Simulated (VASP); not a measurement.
Given:

```
BN
1.0
    1.25641    -2.17617     0.00000
    1.25641     2.17617     0.00000
    0.00000     0.00000     6.51712
B N
2 2
Direct
  0.33333   0.66667   0.25000
  0.66667   0.33333   0.75000
  0.66667   0.33333   0.25000
  0.33333   0.66667   0.75000
```

Calculation: optB86b-vdW, VASP's PBE PAW potentials (set 64) (plane waves; VASP). Run with 520 eV cut-off, 10×10×4 Γ-centred mesh, Gaussian smearing of 0.050 eV, potentials B N.

### Question
Estimate the energy per atom (σ→0).

### Answer

* **energy per atom (σ→0)**: -756.3 kJ/mol of atoms

Only differences to runs with the same potentials and settings are physical.

The compound is BN in the hex structure. It was relaxed first.
